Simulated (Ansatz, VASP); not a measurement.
# HfN in two plane-wave programs

Wanted: the spread between two codes on one cell, functional and k mesh. The cell is taken from a series of runs on this material, whose earlier steps may have relaxed, scaled, displaced or heated it; both programs get it as it stands.

Calculated with Ansatz 0.2.0; plane waves, with VASP 6.6.1 beside it; zone-centre phonons at LDA.

### 1. Set-up

Symmetry: Fm-3m, No. 225, cubic system. Conventional cell: a = 4.468 Å, b = 4.468 Å, c = 4.468 Å, α = 90.00°, β = 90.00°, γ = 90.00°. Nearest to N lie 6 Hf at 2.23 Å. Nearest to Hf lie 6 N at 2.23 Å. Farther neighbours and most contacts between anions are not listed.

Coordinates:

```
N Hf
1.0
     0.00000    2.23407    2.23407
     2.23407    0.00000    2.23407
     2.23407    2.23407    0.00000
N Hf
1 1
Direct
  0.50000 0.50000 0.50000
  0.00000 0.00000 0.00000
```

### 2. VASP: zone-centre phonons, LDA, pair 1

Second derivatives magnify differences that forces hide, and they need a tight electronic threshold.

Lines of VASP's logs that name or quote its potential files are left out, and so is its time.

File INCAR:

```
SYSTEM = HfN
PREC = Accurate
ENCUT = 600
EDIFF = 1E-08
NELM = 120
ISMEAR = 1
SIGMA = 0.2
LREAL = .FALSE.
ALGO = Normal
GGA = CA
NBANDS = 13
LASPH = .TRUE.
LORBIT = 11
LWAVE = .FALSE.
LCHARG = .FALSE.
ISIF = 2
IBRION = 8
GGA_COMPAT = .FALSE.
KPAR = 2
```

File POSCAR:

```
HfN
1.0
    0.0000000000      2.2340692606      2.2340692606
    2.2340692606      0.0000000000      2.2340692606
    2.2340692606      2.2340692606      0.0000000000
N Hf
1 1
Direct
    0.5000000000      0.5000000000      0.5000000000
    0.0000000000      0.0000000000      0.0000000000
```

File KPOINTS:

```
Automatic mesh
0
Gamma
16 16 16
0 0 0
```

Potentials, in the order of the species: N and Hf_pv (LDA family, release 64).

Run with:

```sh
mpirun -np 2 vasp_std
```

Numbers of over 12 decimals in the logs are rounded to 6 here.

What it wrote:

```text
[banner, memory and clock lines left out]
running    2 mpi-ranks, on    1 nodes
 distrk:  each k-point on    1 cores,    2 groups
 distr:  one band on    1 cores,    1 groups

 POSCAR found type information on POSCAR N Hf
 POSCAR found :  2 types and       2 ions
 LDA part: xc-table for (Slater(with rela. corr.)+CA(PZ))
 , standard interpolation
 POSCAR, INCAR and KPOINTS ok, starting setup
 FFT: planning ... GRIDC
 FFT: planning ... GRID_SOFT
 FFT: planning ... GRID
 WAVECAR not read
 entering main loop
       N       E                     dE             d eps       ncg     rms          rms(c)
DAV:   1     0.402299192703E+02    0.40230E+02   -0.87189E+03  3778   0.122E+03
DAV:   2    -0.247520326971E+02   -0.64982E+02   -0.61194E+02  4825   0.252E+02
DAV:   3    -0.268466939846E+02   -0.20947E+01   -0.20826E+01  4572   0.364E+01
DAV:   4    -0.268556301945E+02   -0.89362E-02   -0.89326E-02  4150   0.275E+00
DAV:   5    -0.268556986098E+02   -0.68415E-04   -0.68414E-04  4508   0.202E-01    0.536E+01
DAV:   6    -0.240082995544E+02    0.28474E+01   -0.94918E+00  4080   0.238E+01    0.453E+01
DAV:   7    -0.239061412765E+02    0.10216E+00   -0.48760E-01  4190   0.568E+00    0.276E+01
DAV:   8    -0.238769312380E+02    0.29210E-01   -0.10582E-01  4400   0.285E+00    0.535E+00
DAV:   9    -0.238717777223E+02    0.51535E-02   -0.19125E-02  4265   0.107E+00    0.192E+00
DAV:  10    -0.238714965933E+02    0.28113E-03   -0.15502E-03  4470   0.360E-01    0.300E-01
DAV:  11    -0.238714618103E+02    0.34783E-04   -0.11545E-04  4348   0.105E-01    0.171E-02
DAV:  12    -0.238714620665E+02   -0.25618E-06   -0.70719E-06  4665   0.243E-02    0.330E-03
DAV:  13    -0.238714620372E+02    0.29279E-07   -0.88838E-08  4340   0.292E-03    0.574E-03
DAV:  14    -0.238714620348E+02    0.23572E-08   -0.11991E-08  2874   0.101E-03
   1 F= -.23871462E+02 E0= -.23871413E+02  d E =-.147469E-03
 Linear response reoptimize wavefunctions to high precision
DAV:   1    -0.238714620345E+02    0.34242E-09   -0.11704E-09  3091   0.341E-04
DAV:   2    -0.238714620345E+02   -0.18417E-10   -0.15342E-10  2000   0.109E-04
 Linear response DOF=           2
 Linear response progress:
  Degree of freedom:   1/  2
       N       E                     dE             d eps       ncg     rms          rms(c)
RMM:   1    -0.229529433340E+00   -0.22953E+00    0.16646E-01 19442   0.298E+00
RMM:   2    -0.227729172036E+00    0.18003E-02   -0.38089E-03 14288   0.454E-01    0.646E-01
RMM:   3    -0.228615985760E+00   -0.88681E-03   -0.56591E-04 12733   0.148E-01    0.354E-01
RMM:   4    -0.230095441599E+00   -0.14795E-02   -0.45763E-04 12733   0.132E-01    0.481E-02
RMM:   5    -0.230058703591E+00    0.36738E-04   -0.12781E-05 15315   0.264E-02    0.184E-02
RMM:   6    -0.230025784617E+00    0.32919E-04   -0.61813E-07 15251   0.531E-03    0.121E-02
RMM:   7    -0.230017312931E+00    0.84717E-05   -0.78663E-08 15502   0.194E-03    0.553E-03
RMM:   8    -0.230018001508E+00   -0.68858E-06   -0.11063E-09 16703   0.365E-04    0.997E-04
RMM:   9    -0.230019259148E+00   -0.12576E-05   -0.43260E-09 15918   0.112E-04    0.116E-04
RMM:  10    -0.230019237871E+00    0.21277E-07   -0.10419E-09 17312   0.216E-05    0.705E-05
RMM:  11    -0.230019202041E+00    0.35829E-07   -0.41875E-09 16367   0.673E-06    0.257E-05
RMM:  12    -0.230019214824E+00   -0.12782E-07   -0.41167E-09 14394   0.290E-06    0.628E-06
RMM:  13    -0.230019214597E+00    0.22655E-09   -0.10588E-09  9141   0.173E-06    0.182E-06
 first order change of Fermi-energy   0.34872E-04
 force on displaced ion       1 direction 1 : -12.820   0.000   0.000
 Linear response progress:
  Degree of freedom:   2/  2
       N       E                     dE             d eps       ncg     rms          rms(c)
RMM:   1    -0.206394539963E+00   -0.20639E+00    0.34716E+00 10552   0.113E+01
RMM:   2    -0.202961699108E+00    0.34328E-02   -0.26088E-02 13854   0.117E+00    0.641E-01
RMM:   3    -0.202462790870E+00    0.49891E-03   -0.65882E-04 16594   0.131E-01    0.339E-01
RMM:   4    -0.201991869623E+00    0.47092E-03   -0.71904E-05 18185   0.542E-02    0.148E-01
RMM:   5    -0.201735893973E+00    0.25598E-03   -0.13708E-05 19170   0.235E-02    0.160E-02
RMM:   6    -0.201750959002E+00   -0.15065E-04   -0.29534E-06 17942   0.999E-03    0.113E-02
RMM:   7    -0.201751443069E+00   -0.48407E-06    0.11967E-06 19499   0.212E-03    0.888E-03
RMM:   8    -0.201751228111E+00    0.21496E-06   -0.48513E-06 19907   0.643E-04    0.185E-03
RMM:   9    -0.201751102464E+00    0.12565E-06   -0.31315E-06 20448   0.240E-04    0.373E-04
RMM:  10    -0.201751212084E+00   -0.10962E-06   -0.23620E-06 20490   0.821E-05    0.845E-05
RMM:  11    -0.201751249191E+00   -0.37108E-07   -0.10795E-06 19867   0.350E-05    0.168E-05
RMM:  12    -0.201751254435E+00   -0.52438E-08   -0.57907E-07 18814   0.176E-05    0.171E-05
RMM:  13    -0.201751259378E+00   -0.49424E-08   -0.28843E-07 14362   0.929E-06    0.993E-06
RMM:  14    -0.201751261832E+00   -0.24548E-08   -0.16773E-07 13142   0.571E-06    0.800E-06
RMM:  15    -0.201751263428E+00   -0.15955E-08   -0.86349E-08 12648   0.394E-06    0.178E-06
 first order change of Fermi-energy   0.14082E-03
 force on displaced ion       2 direction 1 : -12.817   0.000   0.000
 Linear response finished
```

From OUTCAR (step 2):

```text
ion  position               nearest neighbor table
   1  0.500  0.500  0.500-   2 2.23   2 2.23   2 2.23   2 2.23   2 2.23   2 2.23
   2  0.000  0.000  0.000-   1 2.23   1 2.23   1 2.23   1 2.23   1 2.23   1 2.23

  LATTYP: Found a face centered cubic cell.
 ALAT       =     4.4681385212

 Subroutine GETGRP returns: Found 48 space group operations
 (whereof 48 operations were pure point group operations)

The static configuration has the point symmetry O_h .

 Found    145 irreducible k-points:

   k-points           NKPTS =    145   k-points in BZ     NKDIM =    145   number of bands    NBANDS=     13

   dimension x,y,z NGX =    28 NGY =   28 NGZ =   28
   dimension x,y,z NGXF=    56 NGYF=   56 NGZF=   56

   ENCUT  =  600.0 eV  44.10 Ry    6.64 a.u.   6.31  6.31  6.31*2*pi/ulx,y,z

   NELECT =      15.0000    total number of electrons

 k-points in reciprocal lattice and weights: Automatic mesh
   0.00000000  0.00000000  0.00000000       0.000
   0.06250000  0.00000000  0.00000000       0.002
   0.12500000  0.00000000  0.00000000       0.002
   0.18750000  0.00000000  0.00000000       0.002
   0.25000000  0.00000000  0.00000000       0.002
   0.31250000  0.00000000  0.00000000       0.002
   0.37500000  0.00000000  0.00000000       0.002
   0.43750000  0.00000000  0.00000000       0.002
   0.50000000  0.00000000  0.00000000       0.001
[...]
-0.31250000  0.50000000  0.18750000       0.003
  -0.25000000  0.50000000  0.25000000       0.001

 average (electrostatic) potential at core
       1 -61.0310       2 -34.5422

  Total       -0.1821790     -0.1821790     -0.1821790      0.0000000     -0.0000000      0.0000000
  in kB      -13.0884717    -13.0884717    -13.0884717      0.0000000     -0.0000000      0.0000000
  external PRESSURE =     -13.0884717 kB  Pullay stress =       0.0000000 kB

  energy-cutoff  :      600.00
  volume of cell :       22.30
      direct lattice vectors                 reciprocal lattice vectors
     0.000000000  2.234069261  2.234069261    -0.223806848  0.223806848  0.223806848
     2.234069261  0.000000000  2.234069261     0.223806848 -0.223806848  0.223806848
     2.234069261  2.234069261  0.000000000     0.223806848  0.223806848 -0.223806848

 POSITION                                       TOTAL-FORCE (eV/Angst)
 -----------------------------------------------------------------------------------
      2.23407      2.23407      2.23407        -0.000000     -0.000000     -0.000000
      0.00000      0.00000      0.00000         0.000000      0.000000      0.000000
 -----------------------------------------------------------------------------------
    total drift:                                0.000000      0.000000      0.000000

 Eigenvectors and eigenvalues of the dynamical matrix
 ----------------------------------------------------

   1 f  =   15.534709 THz    97.607458 2PiTHz  518.182129 cm-1    64.246367 meV
             X         Y         Z           dx          dy          dz
      2.234069  2.234069  2.234069     0.000000    0.962952    0.000000
      0.000000  0.000000  0.000000     0.000000   -0.269673    0.000000

   2 f  =   15.534709 THz    97.607458 2PiTHz  518.182129 cm-1    64.246367 meV
             X         Y         Z           dx          dy          dz
      2.234069  2.234069  2.234069     0.962952    0.000000    0.000000
      0.000000  0.000000  0.000000    -0.269673    0.000000    0.000000

   3 f  =   15.534709 THz    97.607458 2PiTHz  518.182129 cm-1    64.246367 meV
             X         Y         Z           dx          dy          dz
      2.234069  2.234069  2.234069     0.000000    0.000000    0.962952
      0.000000  0.000000  0.000000     0.000000    0.000000   -0.269673

   4 f/i=    0.000366 THz     0.002300 2PiTHz    0.012210 cm-1     0.001514 meV
             X         Y         Z           dx          dy          dz
      2.234069  2.234069  2.234069    -0.269673    0.000000    0.000000
      0.000000  0.000000  0.000000    -0.962952    0.000000    0.000000

   5 f/i=    0.000366 THz     0.002300 2PiTHz    0.012210 cm-1     0.001514 meV
             X         Y         Z           dx          dy          dz
      2.234069  2.234069  2.234069     0.000000    0.000000   -0.269673
      0.000000  0.000000  0.000000     0.000000    0.000000   -0.962952

   6 f/i=    0.000366 THz     0.002300 2PiTHz    0.012210 cm-1     0.001514 meV
             X         Y         Z           dx          dy          dz
      2.234069  2.234069  2.234069     0.000000   -0.269673    0.000000
      0.000000  0.000000  0.000000     0.000000   -0.962952    0.000000

 ELASTIC MODULI CONTR FROM IONIC RELAXATION (kBar)
 Direction    XX          YY          ZZ          XY          YZ          ZX
 --------------------------------------------------------------------------------
 XX           0.0000      0.0000      0.0000      0.0000      0.0000      0.0000
 YY           0.0000      0.0000      0.0000      0.0000      0.0000      0.0000
 ZZ           0.0000      0.0000      0.0000      0.0000      0.0000      0.0000
 XY           0.0000      0.0000      0.0000      0.0000      0.0000      0.0000
 YZ           0.0000      0.0000      0.0000      0.0000      0.0000      0.0000
 ZX           0.0000      0.0000      0.0000      0.0000      0.0000      0.0000
 --------------------------------------------------------------------------------
```

### 3. Ansatz: zone-centre phonons, LDA, pair 1

Ansatz runs on its PAW soft_1 files.

The same cell, functional (in two slightly different forms), mesh and smearing now go to Ansatz, which takes its cutoff from its data sets.

File input.yaml:

```yaml
crystal:
  lattice:
    - [0.0, 2.2340692606, 2.2340692606]
    - [2.2340692606, 0.0, 2.2340692606]
    - [2.2340692606, 2.2340692606, 0.0]
  atoms:
    - { symbol: "N", position: [0.5, 0.5, 0.5] }
    - { symbol: Hf, position: [0.0, 0.0, 0.0] }
kpoints:
  mp_grid: { grid: [16, 16, 16] }
hamiltonian:
  xc: lda
  pseudopotentials: { kind: paw, azcp: { folder: soft_1 }, xc_functional: pbe }
scf:
  occupations: { method: methfessel_paxton, width: 0.2 }
output:
  eigenvalues: true
phonons:
  method: dfpt
```

Run with:

```sh
ansatz run input.yaml --threads 4 --pin off --max-ram 10240MiB --backend cpu --events-out ev --progress --plain --runs-dir out
```

What it wrote:

```text
Engine: ansatz 0.2.0, x86_64-unknown-linux-gnu
Pseudopotentials: kind: paw
Pseudopotential: N, paw, valence charge 5, recommended cutoff 420 eV (normal), soft_1/N.paw.azcp
Pseudopotential: Hf, paw, valence charge 26, recommended cutoff 420 eV (normal), soft_1/Hf.paw.azcp
Functional definition: SPW92
  exchange = slater_x
  correlation = pw_c
Crystal: 2 atoms, lattice volume = 22.301 Å³
Basis set: ecut = 420 eV, 411 PW (Γ), exchange–correlation on 48×48×48 points (8 copies of the dense FFT grid, shifted against one another)
Bands: 20, of which v1, the nominal top of the filled ones, is band 16 counted from 1 (15 counted from 0)
Symmetry: 48 space group operations
k-points: 349 of 4096 (irreducible under 8 space group operations, time reversal used)
Non-local potential: N, projectors of the file, l = 0: 2, l = 1: 2, l = 2: 1
Non-local potential: Hf, projectors of the file, l = 0: 3, l = 1: 2, l = 2: 2, l = 3: 3
PAW form: soft (Blöchl's): semilocal exchange-correlation on the pseudo side does not see the compensation charge
PAW frozen core: N, regenerated for the run's functional, and the local potential with it (the file was generated under x = pbe(κ = 0.804, μ = 0.219515), c = pbe(β = 0.066725))
PAW frozen core: Hf, regenerated for the run's functional, and the local potential with it (the file was generated under x = pbe(κ = 0.804, μ = 0.219515), c = pbe(β = 0.066725))
PAW one-centre angular grid: N, 110 points (default); XC on 64 Gauss nodes
PAW one-centre angular grid: Hf, 590 points (default); XC on 64 Gauss nodes
Initial density: superposition of atomic densities (chi_scale 0.1, normalization cell, long waves kept (reshape's long-wave potential 0.00 eV rms))
Initial wavefunctions: pseudopotential atomic-orbital guess
Functional: x = slater, c = lda
SCF iter   1: F=—  HF=-15855.339469 eV  |F-HF|=—  |Δ(HF+E_count)|=         —  Δρ=4.67e-2  dr2=2.98e-1  ethr=3.10e-3  ⟨swp⟩=4.9  Hψ=29918  notcnv=0
preconditioner: auto → Kerker (q_TF=auto, 2.882 Å⁻¹)  [metal: Δε(μ)=0.034 eV  Ē_g=19.221 eV  σ=0.200 eV  W_gap=0.14  n_scr=14 (ndim 8)  ℏωp=42.3 eV  f_vac=0.000  D(μ)=0.55/eV (n_scr^D=0)]
SCF iter   2: F=—  HF=-15855.294532 eV  |F-HF|=—  |Δ(HF+E_count)|=   4.49e-2  S|Δr|=    0.00e0  Δρ=2.78e-2  dr2=7.73e-2  ethr=9.61e-4  ⟨swp⟩=1.2  Hψ=9854  notcnv=0
SCF iter   3: F=—  HF=-15855.279972 eV  |F-HF|=—  |Δ(HF+E_count)|=   1.46e-2  S|Δr|=    0.00e0  Δρ=7.26e-3  dr2=9.14e-3  ethr=2.49e-4  ⟨swp⟩=1.0  Hψ=6905  notcnv=0
SCF iter   4: F=—  HF=-15855.277864 eV  |F-HF|=—  |Δ(HF+E_count)|=   2.11e-3  S|Δr|=    0.00e0  Δρ=1.71e-3  dr2=4.84e-4  ethr=2.95e-5  ⟨swp⟩=2.5  Hψ=12920  notcnv=0
SCF iter   5: F=—  HF=-15855.277864 eV  |F-HF|=—  |Δ(HF+E_count)|=   5.61e-7  S|Δr|=    0.00e0  Δρ=7.93e-4  dr2=9.52e-5  ethr=1.56e-6  ⟨swp⟩=3.1  Hψ=14780  notcnv=0
SCF iter   6: F=—  HF=-15855.277759 eV  |F-HF|=—  |Δ(HF+E_count)|=   1.05e-4  S|Δr|=    0.00e0  Δρ=3.73e-4  dr2=2.08e-5  ethr=3.07e-7  ⟨swp⟩=2.0  Hψ=12530  notcnv=0
SCF iter   7: F=—  HF=-15855.277732 eV  |F-HF|=—  |Δ(HF+E_count)|=   2.62e-5  S|Δr|=    0.00e0  Δρ=1.04e-4  dr2=1.62e-6  ethr=6.72e-8  ⟨swp⟩=2.5  Hψ=12452  notcnv=0
SCF iter   8: F=—  HF=-15855.277730 eV  |F-HF|=—  |Δ(HF+E_count)|=   2.23e-6  S|Δr|=    0.00e0  Δρ=2.09e-5  dr2=9.33e-8  ethr=5.21e-9  ⟨swp⟩=2.5  Hψ=12335  notcnv=0
SCF iter   9: F=—  HF=-15855.277730 eV  |F-HF|=—  |Δ(HF+E_count)|=   1.29e-8  S|Δr|=    0.00e0  Δρ=2.52e-6  dr2=1.15e-9  ethr=3.01e-10  ⟨swp⟩=2.1  Hψ=12348  notcnv=0
SCF iter  10: F=—  HF=-15855.277730 eV  |F-HF|=—  |Δ(HF+E_count)|=  3.82e-11  S|Δr|=    0.00e0  Δρ=8.22e-7  dr2=1.71e-10  ethr=3.72e-12  ⟨swp⟩=2.4  Hψ=12931  notcnv=0
SCF iter  11: F=-15855.277730 eV  HF=-15855.277730 eV  |F-HF|=1.82e-12  |Δ(HF+E_count)|=  3.64e-11  S|Δr|=    0.00e0  Δρ=8.85e-8  dr2=1.05e-12  ethr=1.00e-12  ⟨swp⟩=6.7  Hψ=39941  notcnv=0
SCF 1 converged in 11 iterations: F = -15855.277730 eV  dr2 = 1.05e-12
  greatest PAW one-centre occupation: 0.998 electrons in one spin orbital (limit 2), on the Hf atom at site 1 (counted from 0), in its partial waves of l = 3
DFPT response loops at Γ: preconditioner auto → Kerker (q_TF=auto, 2.882 Å⁻¹) (partly filled bands, converged f_vac=0.000); β = 1.00, the filter's whole step (`scf.mixing.beta` (0.50) is not read by the response loops under this deck's `scf.mixing.preconditioner`; to damp them name `kerker` or `kerker_dos`, under which they read `scf.mixing.beta`, and type it under 1.00, their step now; both keys bind the ground state too); Broyden in place of MSR1
SCF converged after 11 iterations
Stability not checked: this state was not tested for a lower state beside it, because cold or Methfessel-Paxton smearing, or corrected tetrahedra, fill the levels in a way that the test cannot read (fill_not_monotonic; see scf.lower_state_search)
Free energy (F): -15855.277730 eV
Harris-Foulkes:  -15855.277730 eV  (|F-HF|=1.82e-12)
Internal energy: -15855.277478 eV  (E = F + TS)
E sigma→0 (E₀):  -15855.277667 eV
Entropy (-TS):   -0.000252 eV (-0.126 meV/atom)
Fermi energy:    22.546795 eV
--- Per-component energies (eV) ---
  E_band       = 143.219051
  E_kinetic    = 541.691930
  E_local      = -5864.139516  (includes V_loc(G=0)·N_el)
  E_nonlocal   = 111.410007
  E_hartree    = 2889.451716
  E_xc         = -325.454989
  E_vxc        = -332.940272  (∫ρ·V_xc dr)
  E_paw        = -7575.301333  (= ΣΔE_a)
  E_vpaw       = -91.707430  (= ΣTr[D̂ρ^β])
  E_aug_tail   = 0.000997  (compensation charges beyond the density's cutoff)
  E_ewald      = -5635.473422
  E_core_change = 2.537132  (= ΣΔE_core)
  E_smearing   = -0.000252  (= −TS)
  E_closure    = -0.000000  (closes the sum)
  Σ components = -15855.277730   (vs F -15855.277730, Δ=0.00e0)
--- Band table (eV; the first three rows and the last of 349) ---
  k-point 0: bands = [... 12 lower, 19.6482, 19.6482, 19.6482, 22.1079, 22.1079, 22.1079, 24.5064, 24.5064]
  k-point 1: bands = [... 12 lower, 19.2261, 19.3832, 19.3832, 22.2483, 22.2530, 22.2530, 24.8350, 24.8350]
  k-point 2: bands = [... 12 lower, 18.2916, 18.7818, 18.7818, 22.4912, 22.6275, 22.6275, 25.6793, 25.6793]
  k-point 348: bands = [... 12 lower, 16.3075, 17.0697, 17.0697, 23.7131, 23.7131, 28.2776, 28.4183, 28.9269]
--- Phonons (Γ-DFPT): 2 representative perturbations + reference, on 349 of 4096 k-points (Σ response iterations 8) ---
  k mesh reduced under 8 symmetry operations, with k and −k counted as one. Each operation leaves every solved perturbation unchanged. A smaller set is not used because it would not reduce the number of displacements times k-points to solve
  ASR residual: 2.243e-5 → 0.000e0 eV/Å²; symmetrization residual: 1.268e-6 eV/Å²
  ASR residual per site (eV/Å²): 1.62e-6 2.24e-5
  Γ frequencies (cm⁻¹): 0.00 0.00 0.00 514.63 514.63 514.63
  non-analytic LO–TO correction: not included (Born effective charges unavailable; polar crystals: no LO–TO splitting at Γ)
```

In the SCF lines HF is the Harris–Foulkes energy and dr2 the Hartree energy of the density residual, in eV; the loop may stop once dr2 is under the threshold and the program's other checks hold. Hψ counts applications of the Hamiltonian.

### 4. Differences

Known differences besides the potentials themselves: the two LDA forms differ slightly; the data sets hold 31 valence electrons in Ansatz (on its PAW soft_1 files) and 15 in VASP; the cutoff is 420 eV in Ansatz and 600 eV in VASP; VASP's log shows a relativistic correction to its local exchange, Ansatz's none. Total energies have different zeros and are not compared.

Both answers:

| quantity | Ansatz | VASP | difference |
| --- | --- | --- | --- |
| optical mode 1 to 3 (cm⁻¹) | 514.6 | 518.2 | -0.69 % |

Modes are paired by rising frequency, not by their patterns, so a pair may set unlike modes beside each other; they are those without the splitting of longitudinal modes.

(Part 1 of 2 ends here.)

[Lines on the potential files, build, host, timing and source positions are cut from VASP's logs without a mark.]

[Logs are printed without paths, hosts, clocks, repeated set-up lines and the standing remarks that a program may print on its own settings, such as how far it seeks lower states.]

[Hosts, paths, dates, database ids (printed as entryN), source tags and the programs' standing remarks are cut or masked in the printed files.]
